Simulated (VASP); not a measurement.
Here is the system:

```yaml
crystal:
  lattice:
    - [0.00000, 3.31918, 3.31918]
    - [3.31918, 0.00000, 3.31918]
    - [3.31918, 3.31918, 0.00000]
  atoms:
    - { symbol: Na, position: [0.25000, 0.25000, 0.25000] }
    - { symbol: Na, position: [0.75000, 0.75000, 0.75000] }
    - { symbol: S, position: [0.00000, 0.00000, 0.00000] }
```

Computed with r2SCAN meta-GGA, VASP's PBE PAW potentials (set 64) (plane waves; VASP). Numerical set-up: 520 eV cut-off, 6×6×6 Γ-centred mesh, Gaussian smearing of 0.050 eV, potentials Na_pv S.

Task: Give the stress tensor in GPa (positive for a compressed cell).

Result: 
```
-1.74   0.00   0.00
 0.00  -1.74   0.00
 0.00   0.00  -1.74
```
The pressure is its mean diagonal, -1.74 GPa.

The compound is Na2S in the antifluorite structure. This cell is one point of a volume scan, at 1.06 of the reference volume.
